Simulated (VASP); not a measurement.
Calculation: MS2 meta-GGA, VASP's PBE PAW potentials (set 64) (plane waves; VASP).

The input files of a VASP run:

**KPOINTS**
```
K-points
0
Gamma
  8 8 5
0 0 0
```

File POSCAR:
```
AlN
1.0
  1.5195181625  -2.6318826549   0.0000000000
  1.5195181625   2.6318826549   0.0000000000
  0.0000000000   0.0000000000   4.8683597619
Al N
2 2
Cart
  1.5195181625  -0.8772959729   2.4346424934
  1.5195181625   0.8772959729   0.0004626125
  1.5195181625  -0.8772959729   4.2934306975
  1.5195181625   0.8772959729   1.8592508166
```

### INCAR
```
SYSTEM = AlN
PREC = Accurate
ENCUT = 520
EDIFF = 1E-7
NELM = 100
ALGO = Normal
LREAL = .FALSE.
LASPH = .TRUE.
ISMEAR = 0
SIGMA = 0.05
METAGGA = MS2
LMIXTAU = .TRUE.
LWAVE = .FALSE.
LCHARG = .FALSE.
ISIF = 4
IBRION = 2
NSW = 30
EDIFFG = -0.01
```

POTCAR, in this order: Al N (PBE.64 set). Program: vasp_std.

Output

OSZICAR:
```
       N       E                     dE             d eps       ncg     rms          rms(c)
DAV:   1     0.181921584485E+02    0.18192E+02   -0.75461E+03   728   0.116E+03
DAV:   2    -0.648727025485E+02   -0.83065E+02   -0.76529E+02  1060   0.232E+02
DAV:   3    -0.686720473684E+02   -0.37993E+01   -0.37840E+01   932   0.532E+01
DAV:   4    -0.686975923049E+02   -0.25545E-01   -0.25540E-01   800   0.510E+00
DAV:   5    -0.686978466000E+02   -0.25430E-03   -0.25429E-03   928   0.512E-01    0.154E+01
DAV:   6    -0.428843065588E+02    0.25814E+02   -0.38574E+01   816   0.466E+01    0.848E+00
DAV:   7    -0.417779795938E+02    0.11063E+01   -0.89624E+00   720   0.304E+01    0.552E+00
DAV:   8    -0.418036789218E+02   -0.25699E-01   -0.20973E+00   732   0.140E+01    0.184E+00
DAV:   9    -0.417810276915E+02    0.22651E-01   -0.87515E-01   720   0.105E+01    0.106E+00
DAV:  10    -0.419914501088E+02   -0.21042E+00   -0.37481E-01   720   0.745E+00    0.443E-01
DAV:  11    -0.420024394932E+02   -0.10989E-01   -0.86001E-03   808   0.119E+00    0.916E-02
DAV:  12    -0.420005180101E+02    0.19215E-02   -0.16999E-03   760   0.468E-01    0.712E-02
DAV:  13    -0.420020486745E+02   -0.15307E-02   -0.60790E-04   732   0.347E-01    0.343E-02
DAV:  14    -0.420017868234E+02    0.26185E-03   -0.21981E-04   736   0.212E-01    0.115E-02
DAV:  15    -0.420022537091E+02   -0.46689E-03   -0.40188E-05   756   0.908E-02    0.744E-03
DAV:  16    -0.420021967177E+02    0.56991E-04   -0.39071E-06   892   0.241E-02    0.280E-03
DAV:  17    -0.420022150790E+02   -0.18361E-04   -0.33489E-06   748   0.217E-02    0.123E-03
DAV:  18    -0.420022046379E+02    0.10441E-04   -0.10786E-07   596   0.495E-03    0.896E-04
DAV:  19    -0.420022122678E+02   -0.76299E-05   -0.82441E-08   380   0.308E-03    0.462E-04
DAV:  20    -0.420022056038E+02    0.66640E-05   -0.39865E-08   360   0.284E-03    0.165E-04
DAV:  21    -0.420022057073E+02   -0.10348E-06   -0.46797E-09   360   0.848E-04    0.629E-05
DAV:  22    -0.420022052910E+02    0.41625E-06   -0.88344E-10   360   0.442E-04    0.623E-05
DAV:  23    -0.420022056143E+02   -0.32330E-06   -0.17240E-10   360   0.182E-04    0.419E-05
DAV:  24    -0.420022055585E+02    0.55754E-07   -0.36597E-11   360   0.571E-05
   1 F= -.42002206E+02 E0= -.42002206E+02  d E =-.420022E+02
       N       E                     dE             d eps       ncg     rms          rms(c)
DAV:   1    -0.420025924055E+02   -0.38679E-03   -0.19097E-02   720   0.135E+00    0.862E-02
DAV:   2    -0.420023698905E+02    0.22251E-03   -0.37244E-04   832   0.225E-01    0.480E-02
DAV:   3    -0.420023867996E+02   -0.16909E-04   -0.42037E-04   736   0.266E-01    0.773E-03
DAV:   4    -0.420024210364E+02   -0.34237E-04   -0.12958E-04   720   0.155E-01    0.304E-03
DAV:   5    -0.420024613076E+02   -0.40271E-04   -0.15619E-05   812   0.519E-02    0.213E-03
DAV:   6    -0.420024399349E+02    0.21373E-04   -0.35419E-06   784   0.245E-02    0.138E-03
DAV:   7    -0.420024489765E+02   -0.90416E-05   -0.59849E-07   744   0.109E-02    0.746E-04
DAV:   8    -0.420024482906E+02    0.68585E-06   -0.21171E-08   368   0.174E-03    0.431E-04
DAV:   9    -0.420024476146E+02    0.67604E-06   -0.97789E-08   504   0.424E-03    0.681E-05
DAV:  10    -0.420024473635E+02    0.25109E-06   -0.82855E-09   360   0.115E-03    0.623E-05
DAV:  11    -0.420024475024E+02   -0.13887E-06   -0.81210E-10   360   0.326E-04    0.550E-05
DAV:  12    -0.420024475904E+02   -0.88027E-07   -0.27030E-10   360   0.202E-04
   2 F= -.42002448E+02 E0= -.42002448E+02  d E =-.242032E-03
       N       E                     dE             d eps       ncg     rms          rms(c)
DAV:   1    -0.420024543733E+02   -0.68709E-05   -0.39708E-04   720   0.195E-01    0.124E-02
DAV:   2    -0.420024480281E+02    0.63452E-05   -0.76538E-06   832   0.321E-02    0.692E-03
DAV:   3    -0.420024559965E+02   -0.79684E-05   -0.86801E-06   736   0.382E-02    0.111E-03
DAV:   4    -0.420024486218E+02    0.73747E-05   -0.26805E-06   720   0.222E-02    0.439E-04
DAV:   5    -0.420024538355E+02   -0.52137E-05   -0.31957E-07   804   0.741E-03    0.303E-04
DAV:   6    -0.420024503596E+02    0.34759E-05   -0.67793E-08   416   0.353E-03    0.157E-04
DAV:   7    -0.420024516663E+02   -0.13067E-05   -0.11792E-08   360   0.159E-03    0.958E-05
DAV:   8    -0.420024510178E+02    0.64848E-06   -0.31950E-09   360   0.699E-04    0.787E-05
DAV:   9    -0.420024516297E+02   -0.61186E-06   -0.53982E-09   360   0.959E-04    0.359E-05
DAV:  10    -0.420024513568E+02    0.27285E-06   -0.37366E-10   360   0.248E-04    0.269E-05
DAV:  11    -0.420024513721E+02   -0.15320E-07   -0.32019E-11   360   0.678E-05
   3 F= -.42002451E+02 E0= -.42002451E+02  d E =-.245814E-03
       N       E                     dE             d eps       ncg     rms          rms(c)
DAV:   1    -0.420022793325E+02    0.17202E-03   -0.31645E-02   720   0.171E+00    0.331E-02
DAV:   2    -0.420025012838E+02   -0.22195E-03   -0.69086E-04   736   0.321E-01    0.198E-02
DAV:   3    -0.420025485067E+02   -0.47223E-04   -0.70560E-05   768   0.106E-01    0.124E-02
DAV:   4    -0.420025241943E+02    0.24312E-04   -0.47334E-05   788   0.896E-02    0.972E-03
DAV:   5    -0.420025547212E+02   -0.30527E-04   -0.23657E-05   720   0.646E-02    0.267E-03
DAV:   6    -0.420025542229E+02    0.49835E-06   -0.20349E-06   832   0.173E-02    0.163E-03
DAV:   7    -0.420025537004E+02    0.52244E-06   -0.65894E-07   720   0.106E-02    0.132E-03
DAV:   8    -0.420025548209E+02   -0.11204E-05   -0.56229E-07   720   0.828E-03    0.290E-04
DAV:   9    -0.420025546962E+02    0.12469E-06   -0.23358E-08   360   0.206E-03    0.290E-04
DAV:  10    -0.420025548431E+02   -0.14696E-06   -0.10823E-08   360   0.122E-03    0.111E-04
DAV:  11    -0.420025546291E+02    0.21401E-06   -0.20064E-09   360   0.608E-04    0.352E-05
DAV:  12    -0.420025546942E+02   -0.65109E-07   -0.30969E-10   360   0.203E-04
   4 F= -.42002555E+02 E0= -.42002555E+02  d E =-.103322E-03
```

OUTCAR:
```
------------------------ aborting loop because EDIFF is reached ----------------------------------------
  FORCE on cell =-STRESS in cart. coord.  units (eV):
  Direction    XX          YY          ZZ          XY          YZ          ZX
  --------------------------------------------------------------------------------------
  Total        3.5729687      3.5729687      3.5612012      0.0000000      0.0000000      0.0000000
  in kB      147.0126527    147.0126519    146.5284689      0.0000000      0.0000000      0.0000000
  external PRESSURE =     146.8512578 kB  Pullay stress =       0.0000000 kB
  volume of cell :       38.94
      direct lattice vectors                 reciprocal lattice vectors
     1.521526563 -2.635361305  0.000000000     0.328617332 -0.189727306  0.000000000
     1.521526563  2.635361305  0.000000000     0.328617332  0.189727306  0.000000000
     0.000000000  0.000000000  4.855515871     0.000000000  0.000000000  0.205951340
  FREE ENERGIE OF THE ION-ELECTRON SYSTEM (eV)
  ---------------------------------------------------
  free  energy   TOTEN  =       -42.0025546942 eV

  energy  without entropy=      -42.0025546942  energy(sigma->0) =      -42.00255469

 reached required accuracy - stopping structural energy minimisation
```
(Selected blocks of OUTCAR.)

**CONTCAR**
```
AlN
   1.00000000000000
     1.5215265627961594   -2.6353613049688689    0.0000000000000000
     1.5215265627961594    2.6353613049688689    0.0000000000000000
     0.0000000000000000    0.0000000000000000    4.8555158714866291
  Al              N
     2     2
Direct
     0.6666669999999968    0.3333330000000032    0.4995193914909277
     0.3333330000000032    0.6666669999999968    0.9995193914909277
     0.6666669999999968    0.3333330000000032    0.8824806085090773
     0.3333330000000032    0.6666669999999968    0.3824806085090773
```

### OUTCAR
```
 val. band max:        6.6107356524   @ k =   0.0000   0.0000   0.0000

 cond. band min:      11.8069653076   @ k =   0.0000   0.0000   0.0000


 Fermi energy:         6.8176203740

 k-point     1 :       0.0000    0.0000    0.0000
  band No.  band energies     occupation
      1      -9.9384      2.00000
      2      -7.6619      2.00000
      3       0.2399      2.00000
      4       5.6343      2.00000
      5       5.6344      2.00000
      6       6.3151      2.00000
      7       6.3151      2.00000
      8       6.6107      2.00000
      9      11.8070      0.00000
     10      14.4270      0.00000
     11      18.4300      0.00000
     12      18.9068      0.00000

 k-point     2 :       0.1250   -0.0000    0.0000
  band No.  band energies     occupation
      1      -9.7286      2.00000
      2      -7.5467      2.00000
      3       0.4918      2.00000
      4       4.7339      2.00000
      5       5.3782      2.00000
      6       5.4854      2.00000
      7       6.2848      2.00000
      8       6.5153      2.00000
      9      12.6423      0.00000
     10      15.1700      0.00000
     11      17.3326      0.00000
     12      17.7466      0.00000

 k-point     3 :       0.2500   -0.0000    0.0000
  band No.  band energies     occupation
      1      -9.1453      2.00000
      2      -7.2776      2.00000
      3       1.2154      2.00000
      4       2.9196      2.00000
      5       3.9938      2.00000
      6       4.8911      2.00000
      7       6.1261      2.00000
      8       6.1492      2.00000
      9      13.7184      0.00000
     10      15.0484      0.00000
     11      15.6224      0.00000
     12      17.9307      0.00000

 k-point     4 :       0.3750   -0.0000    0.0000
  band No.  band energies     occupation
      1      -8.3620      2.00000
      2      -7.0875      2.00000
      3       1.3886      2.00000
      4       2.2767      2.00000
      5       2.7197      2.00000
      6       4.4947      2.00000
...
```

The compound is AlN in the wurtzite structure. This cell is one point of a volume scan, at 0.94 of the reference volume. Symmetry was kept, so distortions that lower it aren't found.
